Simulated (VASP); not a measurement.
## Pb: relaxation of cell and atoms with r2SCAN

Crystal: Pb.

```xyz
1
Lattice="0.0000 2.4750 2.4750 2.4750 0.0000 2.4750 2.4750 2.4750 0.0000" Properties=species:S:1:pos:R:3 pbc="T T T"
Pb    0.0000    0.0000    0.0000
```

| Quantity | Value |
| --- | --- |
| Program | VASP 6.6.1 |
| Task | relaxation of cell and atoms |
| Functional | r2SCAN |
| Potentials or basis | VASP PAW PBE potentials, release 64 (Pb_d) |
| Cutoff | 600 eV |
| k mesh | 16 × 16 × 16 |
| Occupations | methfessel-paxton, width 0.1 eV |
| Spin | no spin polarisation |
| Further INCAR settings | ALGO = Normal; EDIFF = 1e-06; IBRION = 2; EDIFFG = -0.01; NSW = 90; ISIF = 3 |

| Item | Value |
| --- | --- |
| Relaxed volume | 31.08 Å³/atom |
| Relaxed cell | a = 3.529 Å, b = 3.529 Å, c = 3.529 Å, α = 60.00°, β = 60.00°, γ = 60.00° |
| Space group after relaxing (to 0.05 Å) | Fm-3m (No. 225) |
| Energy gained by relaxing | 2.8 meV/atom |
| Ionic steps | 3 |
| Pressure after relaxing | 0.0 GPa |
| Band gap on the k mesh | none (metal or under the smearing width) |

Step by step:
```
step  energy change (eV)  largest force (eV/Å)  pressure (GPa)  volume (Å³)
   1              0.0000                0.0000            1.21        30.32
   2             -0.0025                0.0000           -0.39        31.34
   3             -0.0028                0.0000            0.01        31.08
```

Final structure:
```yaml
crystal:
  lattice:
    - [0.00000, 2.49542, 2.49542]
    - [2.49542, 0.00000, 2.49542]
    - [2.49542, 2.49542, 0.00000]
  atoms:
    - { symbol: Pb, position: [0.00000, 0.00000, 0.00000] }
```

Levels at points of the mesh, in eV from the Fermi level:
```tsv
k point	band 4	band 5	band 6	band 7	band 8	band 9	band 10	band 11
(0.00, 0.00, 0.00)	-17.65	-17.65	-12.20	7.46	7.46	7.46	10.33	11.89
(0.50, 0.00, 0.00)	-17.51	-17.51	-8.53	-4.33	5.58	5.58	9.76	9.87
(0.50, 0.50, 0.00)	-17.48	-17.48	-7.09	-3.44	2.02	2.02	5.77	6.87
```

Run time: 5.1 min on 1 thread of Intel(R) Xeon(R) Platinum 8559C (Emerald Rapids), with other jobs on the host, peak memory 0.21 GiB.

Caveat: the PAW data sets were made with another functional, which shifts forces and pressure a little. Spin-orbit coupling is left out, which matters for the levels of Pb.
